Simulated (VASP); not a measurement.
VASP ran on this input.

**POSCAR**
```
Na2S
1
    0.0000000000     3.2613232805     3.2613232805
    3.2613232805     0.0000000000     3.2613232805
    3.2613232805     3.2613232805     0.0000000000
Na S
2 1
Direct
  0.2500000000   0.2500000000   0.2500000000
  0.7500000000   0.7500000000   0.7500000000
  0.0000000000   0.0000000000   0.0000000000
```

**KPOINTS**
```
Automatic mesh
0
Gamma
7 7 7
0 0 0
```

INCAR:
```
AGGAC = 0.0
ALGO = Normal
EDIFF = 1E-7
ENCUT = 520
GGA = BO
ISIF = 2
ISMEAR = -5
LASPH = T
LCHARG = T
LEFG = T
LORBIT = 11
LREAL = F
LUSE_VDW = T
LWAVE = F
NEDOS = 601
NELM = 100
PARAM1 = 0.1833333333
PARAM2 = 0.22
PREC = Accurate
SYSTEM = Na2S
```

POTCAR, in this order: Na_pv S (PBE.64 set). Program: vasp_std.

Problem. Translate this optB88-vdW calculation to Quantum ESPRESSO's pw.x.

Solution. One equivalent input (not run):
```
&CONTROL
  calculation = 'scf'
  pseudo_dir = './pseudo'
  outdir = './out'
  tprnfor = .true.
  tstress = .true.
/
&SYSTEM
  ibrav = 0
  nat = 3
  ntyp = 2
  ecutwfc = 88
  occupations = 'tetrahedra'
  input_dft = 'vdw-df-obk8'
/
&ELECTRONS
  conv_thr = 7.3e-09
  electron_maxstep = 100
/
ATOMIC_SPECIES
  Na 22.990 Na.upf
  S 32.060 S.upf
CELL_PARAMETERS angstrom
     0.0000000    3.2613233    3.2613233
     3.2613233    0.0000000    3.2613233
     3.2613233    3.2613233    0.0000000
ATOMIC_POSITIONS crystal
  Na   0.2500000  0.2500000  0.2500000
  Na   0.7500000  0.7500000  0.7500000
  S    0.0000000  0.0000000  0.0000000
K_POINTS automatic
  7 7 7 0 0 0
```
The two are equivalent in intent, not identical: the potentials are each code's own (VASP's PAW set, PseudoDojo norm-conserving files in pw.x), so ENCUT and ecutwfc are chosen apart and not converted; conv_thr bounds pw.x's estimated SCF error, while EDIFF bounds the energy change between steps; the field gradients of LEFG aren't asked of the other code.

The compound is Na2S in the antifluorite structure. It was relaxed first.
